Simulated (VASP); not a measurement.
A convergence study with VASP on NiSi2 (fluorite): one setting is varied, all else stays as given below, so the limit is that of these other settings. Each run relaxes cell and ions from the cell shown.

```
CELL_PARAMETERS angstrom
      0.00000     2.70500     2.70500
      2.70500     0.00000     2.70500
      2.70500     2.70500     0.00000
ATOMIC_POSITIONS crystal
  Si 0.25000 0.25000 0.25000
  Si 0.75000 0.75000 0.75000
  Ni 0.00000 0.00000 0.00000
```

Computed with PBEsol GGA, VASP's PBE PAW potentials (set 64) (plane waves; VASP). The tightest run used: 550 eV cut-off, 14×14×14 Γ-centred mesh, first-order Methfessel-Paxton smearing of 0.10 eV, potentials Si Ni.

### Question
The settings run are 2×2×2 mesh; 3×3×3 mesh; 4×4×4 mesh; 5×5×5 mesh; 6×6×6 mesh; 7×7×7 mesh; 9×9×9 mesh; 10×10×10 mesh; 11×11×11 mesh; 12×12×12 mesh; 13×13×13 mesh; 14×14×14 mesh. From which on does the relaxed volume stay within 0.1 Å³/atom of the tightest run?

### Answer
From 4×4×4 mesh on: it is off by 0.075 there and by no more than 0.1 in any finer run, while 3×3×3 mesh is off by 0.174.
```json
[
 {"setting": "2×2×2 mesh", "relaxed volume (Å³/atom)": "13.222", "E (eV/atom)": "-5.9369", "irreducible k-points": "3", "difference judged (Å³/atom)": "0.151"},
 {"setting": "3×3×3 mesh", "relaxed volume (Å³/atom)": "12.897", "E (eV/atom)": "-6.2217", "irreducible k-points": "4", "difference judged (Å³/atom)": "0.174"},
 {"setting": "4×4×4 mesh", "relaxed volume (Å³/atom)": "13.146", "E (eV/atom)": "-6.2853", "irreducible k-points": "8", "difference judged (Å³/atom)": "0.075"},
 {"setting": "5×5×5 mesh", "relaxed volume (Å³/atom)": "13.109", "E (eV/atom)": "-6.3118", "irreducible k-points": "10", "difference judged (Å³/atom)": "0.039"},
 {"setting": "6×6×6 mesh", "relaxed volume (Å³/atom)": "13.111", "E (eV/atom)": "-6.3253", "irreducible k-points": "16", "difference judged (Å³/atom)": "0.041"},
 {"setting": "7×7×7 mesh", "relaxed volume (Å³/atom)": "13.042", "E (eV/atom)": "-6.3319", "irreducible k-points": "20", "difference judged (Å³/atom)": "0.028"},
 {"setting": "9×9×9 mesh", "relaxed volume (Å³/atom)": "13.109", "E (eV/atom)": "-6.3269", "irreducible k-points": "35", "difference judged (Å³/atom)": "0.039"},
 {"setting": "10×10×10 mesh", "relaxed volume (Å³/atom)": "13.062", "E (eV/atom)": "-6.3271", "irreducible k-points": "47", "difference judged (Å³/atom)": "0.009"},
 {"setting": "11×11×11 mesh", "relaxed volume (Å³/atom)": "13.058", "E (eV/atom)": "-6.3268", "irreducible k-points": "56", "difference judged (Å³/atom)": "0.012"},
 {"setting": "12×12×12 mesh", "relaxed volume (Å³/atom)": "13.044", "E (eV/atom)": "-6.3264", "irreducible k-points": "72", "difference judged (Å³/atom)": "0.027"},
 {"setting": "13×13×13 mesh", "relaxed volume (Å³/atom)": "13.049", "E (eV/atom)": "-6.3261", "irreducible k-points": "84", "difference judged (Å³/atom)": "0.021"},
 {"setting": "14×14×14 mesh", "relaxed volume (Å³/atom)": "13.070", "E (eV/atom)": "-6.3271", "irreducible k-points": "104", "difference judged (Å³/atom)": "0.000"}
]
```

Left out are rungs that failed or repeat a setting and relaxations that didn't move; long series are thinned to 24 rows.

The compound is NiSi2 in the fluorite structure. The run is not spin-polarised, so no magnetic state was tried.
